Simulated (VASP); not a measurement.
Calculation: r2SCAN meta-GGA, VASP's PBE PAW potentials (set 64) (plane waves; VASP).

The input files of a VASP run:

### POSCAR
```
RuAl
1
    2.9832284380     0.0000000000     0.0000000000
    0.0000000000     2.9832284380     0.0000000000
    0.0000000000     0.0000000000     2.9832284380
Al Ru
1 1
Direct
  0.5000000000   0.5000000000   0.5000000000
  0.0000000000   0.0000000000   0.0000000000
```

### KPOINTS
```
Automatic mesh
0
Gamma
14 14 14
0 0 0
```

**INCAR**
```
SYSTEM = RuAl
PREC = Normal
ENCUT = 400
EDIFF = 1E-5
NELM = 100
ALGO = Normal
LREAL = .FALSE.
LASPH = .TRUE.
ISMEAR = 1
SIGMA = 0.1
METAGGA = R2SCAN
LMIXTAU = .TRUE.
LMAXMIX = 4
LWAVE = .FALSE.
LCHARG = .FALSE.
NELMIN = 4
IBRION = 2
ISIF = 2
NSW = 20
EDIFFG = -0.03
```

POTCAR, in this order: Al Ru_pv (PBE.64 set). Program: vasp_std.

Output of the run:

OSZICAR:
```
       N       E                     dE             d eps       ncg     rms          rms(c)
DAV:   1     0.703037292770E+02    0.70304E+02   -0.84742E+03  3048   0.111E+03
DAV:   2    -0.369712420229E+02   -0.10727E+03   -0.10304E+03  3144   0.318E+02
DAV:   3    -0.388571279455E+02   -0.18859E+01   -0.18372E+01  3512   0.435E+01
DAV:   4    -0.388773000179E+02   -0.20172E-01   -0.20160E-01  3440   0.438E+00
DAV:   5    -0.388779467379E+02   -0.64672E-03   -0.64666E-03  3932   0.596E-01    0.157E+01
DAV:   6    -0.336091982948E+02    0.52687E+01   -0.75095E+00  3020   0.363E+01    0.394E+00
DAV:   7    -0.335719075839E+02    0.37291E-01   -0.84230E-01  3040   0.112E+01    0.203E+00
DAV:   8    -0.335962516838E+02   -0.24344E-01   -0.30350E-02  3008   0.209E+00    0.905E-01
DAV:   9    -0.336029655147E+02   -0.67138E-02   -0.31554E-02  3052   0.203E+00    0.468E-01
DAV:  10    -0.336028024863E+02    0.16303E-03   -0.32013E-03  3240   0.687E-01    0.194E-01
DAV:  11    -0.336026123403E+02    0.19015E-03   -0.91131E-04  3260   0.379E-01    0.333E-02
DAV:  12    -0.336026879787E+02   -0.75638E-04   -0.24363E-04  3052   0.206E-01    0.841E-03
DAV:  13    -0.336027332100E+02   -0.45231E-04   -0.25683E-05  3236   0.680E-02    0.363E-03
DAV:  14    -0.336027341982E+02   -0.98823E-06   -0.66301E-07  1600   0.983E-03
   1 F= -.33602734E+02 E0= -.33602336E+02  d E =-.336027E+02
```

OUTCAR:
```
------------------------ aborting loop because EDIFF is reached ----------------------------------------
  FORCE on cell =-STRESS in cart. coord.  units (eV):
  Direction    XX          YY          ZZ          XY          YZ          ZX
  --------------------------------------------------------------------------------------
  Total       -0.0639568     -0.0639568     -0.0639568     -0.0000000      0.0000000      0.0000000
  in kB       -3.8595609     -3.8595609     -3.8595609     -0.0000000      0.0000000      0.0000000
  external PRESSURE =      -3.8595609 kB  Pullay stress =       0.0000000 kB
  volume of cell :       26.55
      direct lattice vectors                 reciprocal lattice vectors
     2.983228438  0.000000000  0.000000000     0.335207317  0.000000000  0.000000000
     0.000000000  2.983228438  0.000000000     0.000000000  0.335207317  0.000000000
     0.000000000  0.000000000  2.983228438     0.000000000  0.000000000  0.335207317
 POSITION                                       TOTAL-FORCE (eV/Angst)
 -----------------------------------------------------------------------------------
      1.49161      1.49161      1.49161         0.000000      0.000000      0.000000
      0.00000      0.00000      0.00000         0.000000      0.000000      0.000000
 -----------------------------------------------------------------------------------
    total drift:                                0.000000      0.000000      0.000000
  FREE ENERGIE OF THE ION-ELECTRON SYSTEM (eV)
  ---------------------------------------------------
  free  energy   TOTEN  =       -33.6027341982 eV

  energy  without entropy=      -33.6015381451  energy(sigma->0) =      -33.60233551

 reached required accuracy - stopping structural energy minimisation
```
(Selected blocks of OUTCAR.)

The compound is RuAl in the CsCl type structure. It was relaxed first. The electron count is odd and the run is not spin-polarised, which forces a metal.
